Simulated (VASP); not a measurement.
Input for VASP

**KPOINTS**
```
Automatic mesh
0
Gamma
11 11 11
0 0 0
```

**INCAR**
```
AGGAC = 0.0
LUSE_VDW = .True.
NSW = 60   # most ionic steps
LMAXMIX = 4   # l cut-off of mixed one-centre charges
ALGO = Normal   # blocked Davidson
EDIFF = 1E-6
GGA = MK
SYSTEM = FeAl
EDIFFG = -0.01   # ionic stop
ENCUT = 520   # plane-wave cut-off (eV)
LASPH = .True.
LCHARG = .False.
PARAM1 = 0.1234568
PREC = Accurate
SIGMA = 0.1   # width (eV)
LWAVE = .False.
IBRION = 2   # conjugate gradients
PARAM2 = 0.7114
NELM = 100
ISMEAR = 1
LREAL = .False.   # projection in real space or not
ZAB_VDW = -1.8867
ISIF = 3   # ions, shape and volume
```

POSCAR:
```
FeAl
1
    2.9100000000     0.0000000000     0.0000000000
    0.0000000000     2.9100000000     0.0000000000
    0.0000000000     0.0000000000     2.9100000000
Al Fe
1 1
Direct
  0.5000000000   0.5000000000   0.5000000000
  0.0000000000   0.0000000000   0.0000000000
```

POTCAR, in this order: Al Fe (PBE.64 set). Program: vasp_std.

Question: Translate this rev-vdW-DF2 calculation to Quantum ESPRESSO's pw.x.

Answer: One equivalent input (not run):
```
&CONTROL
  calculation = 'vc-relax'
  pseudo_dir = './pseudo'
  outdir = './out'
  tprnfor = .true.
  tstress = .true.
  nstep = 60
  forc_conv_thr = 0.00039
/
&SYSTEM
  ibrav = 0
  nat = 2
  ntyp = 2
  ecutwfc = 90
  occupations = 'smearing'
  smearing = 'methfessel-paxton'
  degauss = 0.00735
  input_dft = 'vdw-df2-b86r'
/
&ELECTRONS
  conv_thr = 7.3e-08
  electron_maxstep = 100
/
&IONS
/
&CELL
/
ATOMIC_SPECIES
  Al 26.982 Al.upf
  Fe 55.845 Fe.upf
CELL_PARAMETERS angstrom
     2.9100000    0.0000000    0.0000000
     0.0000000    2.9100000    0.0000000
     0.0000000    0.0000000    2.9100000
ATOMIC_POSITIONS crystal
  Al   0.5000000  0.5000000  0.5000000
  Fe   0.0000000  0.0000000  0.0000000
K_POINTS automatic
  11 11 11 0 0 0
```
The two are equivalent in intent, not identical: the potentials are each code's own (VASP's PAW set, PseudoDojo norm-conserving files in pw.x), so ENCUT and ecutwfc are chosen apart and not converted; conv_thr bounds pw.x's estimated SCF error, while EDIFF bounds the energy change between steps; forc_conv_thr acts on force components and is met together with etot_conv_thr.

The compound is FeAl in the CsCl type structure. This run relaxes it. Symmetry was kept, so distortions that lower it aren't found.
